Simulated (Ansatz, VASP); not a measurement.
# Cross-check of SnSe2 between VASP and Ansatz, part 2 of 2

Aim: how closely do two programs agree when they are given the same cell, functional and k mesh? The cell is taken from a series of VASP runs on this material, whose earlier steps may have relaxed, scaled or displaced it; both programs get it as it stands.

VASP 6.6.1 and Ansatz 0.2.0.

So far: The starting structure; VASP: zone-centre phonons, r2SCAN.

### 3. Ansatz: zone-centre phonons, r2SCAN

Level of this step: Ansatz beside VASP: Kohn-Sham DFT, plane waves, r2SCAN (Ansatz).

Ansatz runs on its default PAW (the set named soft_2) files.

The same cell, functional, mesh and smearing now go to Ansatz, which takes its cutoff from its data sets.

The input, input.yaml:

```yaml
crystal:
  lattice:
    - [3.8444555124, 0.0, 0.0]
    - [-1.9222277562, 3.3293961374, 0.0]
    - [0.0, 0.0, 6.5087885965]
  atoms:
    - { symbol: Sn, position: [0.0, 0.0, 0.0] }
    - { symbol: Se, position: [0.6666666667, 0.3333333333, 0.7583407305] }
    - { symbol: Se, position: [0.3333333333, 0.6666666667, 0.2416592695] }
hamiltonian:
  xc: r2scan
  pseudopotentials: { kind: paw }
kpoints:
  mp_grid: { grid: [6, 6, 4] }
scf:
  occupations: { method: gaussian, width: 0.03 }
phonons:
  method: dfpt
  qpoints: [[0, 0, 0]]
```

Command:

```console
> ansatz run input.yaml --threads 4 --pin off --max-ram 9216MiB --backend cpu --events-out ev --progress --plain --runs-dir out
```

Numbers of over 12 decimals in the logs are rounded to 6 here.

Log:

```text
Engine: ansatz 0.2.0, x86_64-unknown-linux-gnu
Pseudopotentials: kind: paw
Pseudopotential: Sn, paw, valence charge 14, recommended cutoff 500 eV (meta_gga), Sn.paw.azcp
Pseudopotential: Se, paw, valence charge 16, recommended cutoff 500 eV (meta_gga), Se.paw.azcp
Functional definition: r2SCAN
  parameter k0 = 0.174
  parameter k1 = 0.065
  parameter a1 = 4.9479
  exchange = r2scan_x(k0 = k0, k1 = k1, a1 = a1)
  correlation = r2scan_c
Crystal: 3 atoms, lattice volume = 83.311 Å³
Basis set: ecut = 500 eV, 2057 PW (Γ), exchange–correlation on 150×150×240 points (125 copies of the dense FFT grid, shifted against one another)
Bands: 28, of which v1, the nominal top of the filled ones, is band 23 counted from 1 (22 counted from 0)
Symmetry: 12 space group operations
k-points: 47 of 144 (irreducible under 2 space group operations, time reversal used)
Non-local potential: Sn, projectors of the file, l = 0: 2, l = 1: 2, l = 2: 2, l = 3: 2
Non-local potential: Se, projectors of the file, l = 0: 2, l = 1: 2, l = 2: 3, l = 3: 1
PAW form: soft (Blöchl's): semilocal exchange-correlation on the pseudo side does not see the compensation charge
PAW frozen core: Sn, regenerated for the run's functional (the file was generated under x = pbe(κ = 0.804, μ = 0.219515), c = pbe(β = 0.066725))
PAW frozen core: Se, regenerated for the run's functional (the file was generated under x = pbe(κ = 0.804, μ = 0.219515), c = pbe(β = 0.066725))
PAW one-centre angular grid: Sn, 590 points (default); XC on 249 of its mesh's 2787 points in the sphere
PAW one-centre angular grid: Se, 590 points (default); XC on 160 Gauss nodes
Initial density: superposition of atomic densities (neutral atoms: chi_scale 0, normalization atom), corrected by the library's trained network
Initial wavefunctions: pseudopotential atomic-orbital guess
Functional: x = r2scan, c = r2scan; τ floored in thin density (d = 2e-4 eV/Å³)
SCF iter   1: F=—  HF=-16996.152713 eV  |F-HF|=—  |Δ(HF+E_count)|=         —  Δρ=6.42e-3  dr2=6.08e-2  dr2_τ=6.78e-3  ethr=1.77e-3  ⟨swp⟩=6.7  Hψ=5944  notcnv=0
preconditioner: auto → Resta (q_TF=auto, 2.471 Å⁻¹)  ε∞=2.5  [insulator: Δε(μ)=1.082 eV  Ē_g=16.788 eV  σ=0.030 eV  W_gap=1.00  n_scr=22 (ndim 8)  ℏωp=20.7 eV  f_vac=0.130  D(μ)=0.00/eV (n_scr^D=0)  ε∞_Penn≈2.5]
SCF iter   2: F=—  HF=-16996.164098 eV  |F-HF|=—  |Δ(HF+E_count)|=   1.14e-2  Δρ=2.85e-3  dr2=4.76e-3  dr2_τ=2.44e-4  ethr=1.32e-4  ⟨swp⟩=3.3  Hψ=2677  notcnv=0  defer=47
SCF iter   3: F=—  HF=-16996.164691 eV  |F-HF|=—  |Δ(HF+E_count)|=   5.93e-4  Δρ=1.16e-3  dr2=7.45e-4  dr2_τ=1.38e-5  ethr=1.03e-5  ⟨swp⟩=2.7  Hψ=2027  notcnv=0  defer=47
SCF iter   4: F=—  HF=-16996.164797 eV  |F-HF|=—  |Δ(HF+E_count)|=   1.06e-4  Δρ=2.05e-4  dr2=2.25e-5  dr2_τ=9.95e-7  ethr=1.62e-6  ⟨swp⟩=2.0  Hψ=1656  notcnv=0  defer=47
SCF iter   5: F=—  HF=-16996.164798 eV  |F-HF|=—  |Δ(HF+E_count)|=   1.60e-6  Δρ=6.89e-5  dr2=2.58e-6  dr2_τ=5.72e-8  ethr=4.90e-8  ⟨swp⟩=2.0  Hψ=2350  notcnv=0  defer=47
SCF iter   6: F=—  HF=-16996.164800 eV  |F-HF|=—  |Δ(HF+E_count)|=   2.13e-6  Δρ=8.27e-6  dr2=8.90e-8  dr2_τ=1.07e-9  ethr=5.60e-9  ⟨swp⟩=2.0  Hψ=1595  notcnv=0  defer=47
SCF iter   7: F=—  HF=-16996.164801 eV  |F-HF|=—  |Δ(HF+E_count)|=   2.66e-8  Δρ=3.02e-6  dr2=1.49e-8  dr2_τ=4.72e-10  ethr=1.94e-10  ⟨swp⟩=2.0  Hψ=1780  notcnv=0  defer=47
SCF iter   8: F=—  HF=-16996.164800 eV  |F-HF|=—  |Δ(HF+E_count)|=   4.19e-9  Δρ=9.96e-7  dr2=1.25e-9  dr2_τ=1.60e-11  ethr=3.24e-11  ⟨swp⟩=2.0  Hψ=1773  notcnv=0  defer=47
SCF iter   9: F=—  HF=-16996.164800 eV  |F-HF|=—  |Δ(HF+E_count)|=  2.04e-10  Δρ=1.45e-7  dr2=2.59e-11  dr2_τ=3.48e-13  ethr=2.71e-12  ⟨swp⟩=2.0  Hψ=1604  notcnv=0  defer=47
SCF iter  10: F=-16996.164800 eV  HF=-16996.164800 eV  |F-HF|=7.28e-12  |Δ(HF+E_count)|=  3.64e-12  Δρ=4.36e-8  dr2=2.84e-12  dr2_τ=4.30e-14  ethr=1.00e-12  ⟨swp⟩=10.8  Hψ=6642  notcnv=0
SCF 1 converged in 10 iterations: F = -16996.164800 eV  dr2 = 2.84e-12
  greatest PAW one-centre occupation: 1.000 electrons in one spin orbital (limit 2), on the Se atom at site 2 (counted from 0), in its partial waves of l = 2
DFPT response loops at Γ: preconditioner auto → Resta (q_TF=auto, 2.471 Å⁻¹)  ε∞=7.6 (no band partly filled); β = 1.00, the filter's whole step (`scf.mixing.beta` (0.50) is not read by the response loops at its default; to damp them type it under 1.00, their step now; it binds the ground state too); Broyden in place of MSR1
SCF converged after 10 iterations
Free energy (F): -16996.164800 eV
Harris-Foulkes:  -16996.164800 eV  (|F-HF|=7.28e-12)
Internal energy: -16996.164800 eV  (E = F + TS)
E sigma→0 (E₀):  -16996.164800 eV
Fermi energy:    7.194158 eV
--- Per-component energies (eV) ---
  E_band       = -940.802536
  E_kinetic    = 424.030791
  E_local      = -6459.627980  (includes V_loc(G=0)·N_el)
  E_nonlocal   = -1221.994604
  E_hartree    = 3286.147682
  E_xc         = -569.273418
  E_vxc        = -313.382192  (∫ρ·V_xc dr)
  E_paw        = -8014.991020  (= ΣΔE_a)
  E_vpaw       = 41.119287  (= ΣTr[D̂ρ^β])
  E_aug_tail   = -0.000422  (compensation charges beyond the density's cutoff)
  E_vtau       = 16.757179  (kinetic-family band-sum trace: ∫τ·v_τ [+ j·A + Jᵃ·Aᵃ] dr)
  E_ewald      = -4437.661609
  E_core_change = -2.794221  (= ΣΔE_core)
  E_smearing   = -0.000000  (= −TS)
  E_closure    = 0.000000  (closes the sum)
  Σ components = -16996.164800   (vs F -16996.164800, Δ=0.00e0)
--- Band table (eV; the first three rows and the last of 47) ---
  k-point 0: bands = [... 19 lower, 6.1494, 6.4351, 6.4847, 6.4847, 8.1754, 10.2851, 11.7399, 11.7399, ... 1 higher]
  k-point 1: bands = [... 19 lower, 6.1178, 6.1178, 6.5328, 6.5328, 8.8549, 10.2681, 11.6563, 11.6563, ... 1 higher]
  k-point 2: bands = [... 19 lower, 6.0922, 6.0922, 6.5752, 6.5752, 9.3268, 10.2273, 11.5756, 11.5756, ... 1 higher]
  k-point 46: bands = [... 19 lower, 3.6508, 4.1087, 5.6522, 6.2190, 8.7309, 11.8903, 12.7798, 13.0029, ... 1 higher]
--- Phonons (Γ-DFPT): 4 representative perturbations + reference, on 47 of 144 k-points (Σ response iterations 32) ---
  k mesh reduced under 2 symmetry operations, with k and −k counted as one. Each operation leaves every solved perturbation unchanged. A smaller set is not considered because the functional reads the kinetic-energy density
  ASR residual: 1.014e-4 → 0.000e0 eV/Å²; symmetrization residual: 3.718e-5 eV/Å²
  ASR residual per site (eV/Å²): 6.63e-5 1.01e-4 1.01e-4
  Γ frequencies (cm⁻¹): 0.00 0.00 0.00 115.77 115.77 144.72 144.72 186.68 249.93
  non-analytic LO–TO correction: not included (Born effective charges unavailable; polar crystals: no LO–TO splitting at Γ)
--- Phonons (arbitrary-q DFPT): 1 explicit q-point ---
  q = [0, 0, 0] (of the zone-centre solve; hermiticity 4.78e-6, symmetrization 4.87e-7): -0.00 0.00 0.00 115.77 115.77 144.72 144.72 186.68 249.93
  sum rule: each row above includes the acoustic sum rule's correction from the zone centre's row sums; it moved no ω² by more than (0.59 cm⁻¹)²
```

It took 43 s on 4 threads of Intel Xeon 6975P-C (Granite Rapids), shared host; peak memory 1.8 GiB.

The column dr2 measures how far the density is from self-consistency, as an energy; F and HF (Harris–Foulkes) agree once it is small.

### 4. Differences

Known differences besides the potentials themselves: VASP keeps PBE cores, Ansatz makes them for the functional; the data sets hold 46 valence electrons in Ansatz (default PAW (the set named soft_2) files) and 26 in VASP; the cutoff is 500 eV in Ansatz and 450 eV in VASP; VASP uses finite displacements, Ansatz perturbation theory. Total energies have different zeros and are not compared.

Compared:

| quantity | Ansatz | VASP | difference |
| --- | --- | --- | --- |
| optical mode 1 to 2 (cm⁻¹) | 115.8 | 116.3 | -0.47 % |
| optical mode 3 to 4 (cm⁻¹) | 144.7 | 146.1 | -0.97 % |
| optical mode 5 (cm⁻¹) | 186.7 | 187.0 | -0.17 % |
| optical mode 6 (cm⁻¹) | 249.9 | 251.6 | -0.66 % |

Modes are paired by rising frequency and degeneracy, not by their patterns, so a pair may still set unlike modes beside each other.

### 5. Summary of results

```json
{
 "r.m.s. difference of the optical zone-centre modes, each program's sorted by frequency (zone-centre phonons, r2SCAN)": "1.1 cm⁻¹",
 "difference in optical mode 3 to 4 (zone-centre phonons, r2SCAN)": "-1.0 %"
}
```

What this shows: The r.m.s. difference of the optical zone-centre modes, each program's sorted by frequency is 1.1 cm⁻¹ (zone-centre phonons, r2SCAN). Among the rows given in per cent, the largest difference of the zone-centre phonons, r2SCAN pair is in optical mode 3 to 4, -1.0 %. Such differences can come from data sets, numerical settings and the points named under the comparisons, not from the functional's error against experiment.

[Lines on the potential files, build, host, timing and source positions are cut from VASP's logs without a mark.]

[Logs are printed without paths, hosts, clocks, repeated set-up lines and the standing remarks that a program may print on its own settings, such as how far it seeks lower states.]

[Hosts, paths, dates, database ids (printed as entryN), source tags and the programs' standing remarks are cut or masked in the printed files.]
